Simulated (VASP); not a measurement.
Data:

```yaml
crystal:
  lattice:
    - [2.99284, 0.00000, 0.00000]
    - [-1.49642, 2.59188, 0.00000]
    - [0.00000, 0.00000, 4.92237]
  atoms:
    - { symbol: Mg, position: [0.00000, 0.00000, 0.50000] }
    - { symbol: Al, position: [0.33333, 0.66667, 0.00000] }
```

Calculation: PBEsol GGA, VASP's PBE PAW potentials (set 64) (plane waves; VASP). Numerical set-up: 400 eV cut-off, Gaussian smearing of 0.050 eV, potentials Mg Al.

**Question.** Give the energies of bands 1 to 5 at the high-symmetry points, in eV from the Fermi level.

**Answer.** 
```
band      Γ      M      K      A      L      H
----  -----  -----  -----  -----  -----  -----
1     -9.21  -3.94  -2.30  -8.37  -3.10  -1.47
2     -3.15  -3.67  -1.94  -6.63  -2.92  -1.16
3     -2.57   1.40  -1.93   4.04  -1.83  -1.15
4     10.36   2.33   2.63   4.48  -0.61  -0.53
5     10.36   2.61   3.69  10.95   6.54   0.48
```

It has no gap at this level: it comes out as a metal or semimetal.

The structure comes from a computed database's MgAl entry (P-6m2); how it stands against other phases isn't given here. It was relaxed first. The electron count is odd and the run is not spin-polarised, which forces a metal.
